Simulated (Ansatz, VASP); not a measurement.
**Two plane-wave programs on Si2B2C**

```
CELL_PARAMETERS angstrom
4.40884 0.00000 0.00000
0.00000 4.40884 0.00000
0.00000 0.00000 2.81720
ATOMIC_POSITIONS crystal
Si 0.00000 0.50000 0.50000
Si 0.50000 0.00000 0.50000
B 0.00000 0.00000 0.50000
B 0.50000 0.50000 0.00000
C 0.00000 0.00000 0.00000
```

Alike in both runs: functional PBE; k mesh 4 × 4 × 6; occupations gaussian, width 0.1 eV; no spin polarisation.

Ansatz relaxed the structure, and its values are those at the end. VASP's run is a single point on that final structure, the one shown.

```csv
,VASP,Ansatz
version,VASP 6.6.1,Ansatz 0.2.0
potentials or method,"VASP PAW PBE potentials, release 64 (Si, B, C)","scalar-relativistic, plane waves, PAW"
plane-wave cutoff (eV),520,420
valence electrons in the cell,18,18
```

```tsv
	VASP	Ansatz	Ansatz less VASP
gap on the k mesh at the Fermi level (eV)	none	none	-
pressure (GPa)	0.1	0.1	+0.01
```

A gap of «none» marks a metal or a gap that the smearing closes.

Caveats: the k mesh is coarse (spacing up to 0.37 Å⁻¹), so the values aren't converged.
